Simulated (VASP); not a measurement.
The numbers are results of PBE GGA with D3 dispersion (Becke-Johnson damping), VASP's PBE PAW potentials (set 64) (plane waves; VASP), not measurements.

VASP ran on this input.

File POSCAR:
```
SrCl2
1.0
  0.0000000000   3.4817862076   3.4817862076
  3.4817862076   0.0000000000   3.4817862076
  3.4817862076   3.4817862076   0.0000000000
Sr Cl
1 2
Direct
  1.0000000000   1.0000000000   1.0000000000
  0.2500000000   0.2500000000   0.2500000000
  0.7500000000   0.7500000000   0.7500000000
```

### KPOINTS
```
k-points along high-symmetry lines
15
Line-mode
Reciprocal
  0.000000   0.000000   0.000000 ! GAMMA
  0.500000   0.000000   0.500000 ! X

  0.500000   0.000000   0.500000 ! X
  0.625000   0.250000   0.625000 ! U

  0.375000   0.375000   0.750000 ! K
  0.000000   0.000000   0.000000 ! GAMMA

  0.000000   0.000000   0.000000 ! GAMMA
  0.500000   0.500000   0.500000 ! L

  0.500000   0.500000   0.500000 ! L
  0.500000   0.250000   0.750000 ! W

  0.500000   0.250000   0.750000 ! W
  0.500000   0.000000   0.500000 ! X
```

### INCAR
```
! general
SYSTEM  = SrCl2
PREC    = Accurate
ENCUT   = 520
LREAL   = .False.
LASPH   = .True.
ICHARG  = 11

! electronic loop
EDIFF   = 1E-7
NELM    = 100
ALGO    = Normal
LMAXMIX = 4

! smearing
ISMEAR  = 0
SIGMA   = 0.05

! functional
GGA     = PE
IVDW    = 12

! output
LWAVE   = .False.
LCHARG  = .False.
LORBIT  = 11
```

POTCAR, in this order: Sr_sv Cl (PBE.64 set). Program: vasp_std. Read from the step before: CHGCAR.

Output

**OSZICAR**
```
       N       E                     dE             d eps       ncg     rms          rms(c)
DAV:   1     0.150117549373E+03    0.15012E+03   -0.11685E+04  2880   0.134E+03
DAV:   2    -0.323196199706E+01   -0.15335E+03   -0.15037E+03  3880   0.249E+02
DAV:   3    -0.122270611831E+02   -0.89951E+01   -0.89867E+01  4088   0.642E+01
DAV:   4    -0.125258946051E+02   -0.29883E+00   -0.29876E+00  5000   0.929E+00
DAV:   5    -0.125286319500E+02   -0.27373E-02   -0.27373E-02  4120   0.786E-01
DAV:   6    -0.125286769836E+02   -0.45034E-04   -0.45032E-04  4408   0.978E-02
DAV:   7    -0.125286784539E+02   -0.14702E-05   -0.14702E-05  4368   0.146E-02
DAV:   8    -0.125286784882E+02   -0.34393E-07   -0.34391E-07  4320   0.241E-03
   1 F= -.13196894E+02 E0= -.13196894E+02  d E =-.394091E-13
```

OUTCAR:
```
 val. band max:        0.1898301010   @ k =   0.5000   0.0000   0.5000

 cond. band min:       5.5499425834   @ k =   0.0000   0.0000   0.0000



 k-point     1 :       0.0000    0.0000    0.0000
  band No.  band energies     occupation
      1     -32.6785      2.00000
      2     -14.6727      2.00000
      3     -14.6727      2.00000
      4     -14.6727      2.00000
      5     -13.1331      2.00000
      6     -12.2715      2.00000
      7      -1.9557      2.00000
      8      -1.9557      2.00000
      9      -1.9557      2.00000
     10      -0.1495      2.00000
     11      -0.1495      2.00000
     12      -0.1495      2.00000
     13       5.5499      0.00000
     14       6.2848      0.00000
     15       6.2848      0.00000
     16       9.2349      0.00000

 k-point     2 :       0.0357    0.0000    0.0357
  band No.  band energies     occupation
      1     -32.6785      2.00000
      2     -14.6790      2.00000
      3     -14.6731      2.00000
      4     -14.6731      2.00000
      5     -13.1220      2.00000
      6     -12.2757      2.00000
      7      -1.9536      2.00000
      8      -1.9536      2.00000
      9      -1.9343      2.00000
     10      -0.1936      2.00000
     11      -0.1486      2.00000
     12      -0.1486      2.00000
     13       5.5906      0.00000
     14       6.2968      0.00000
     15       6.3022      0.00000
     16       9.1162      0.00000

 k-point     3 :       0.0714    0.0000    0.0714
  band No.  band energies     occupation
      1     -32.6783      2.00000
      2     -14.6973      2.00000
      3     -14.6744      2.00000
      4     -14.6744      2.00000
      5     -13.0895      2.00000
      6     -12.2878      2.00000
      7      -1.9473      2.00000
      8      -1.9473      2.00000
      9      -1.8704      2.00000
     10      -0.3193      2.00000
     11      -0.1460      2.00000
     12      -0.1460      2.00000
     13       5.7044      0.00000
     14       6.3329      0.00000
...
```

The density is held fixed in this step, so its total energy and stress have no physical meaning.

The compound is SrCl2 in the fluorite structure. It was relaxed first.
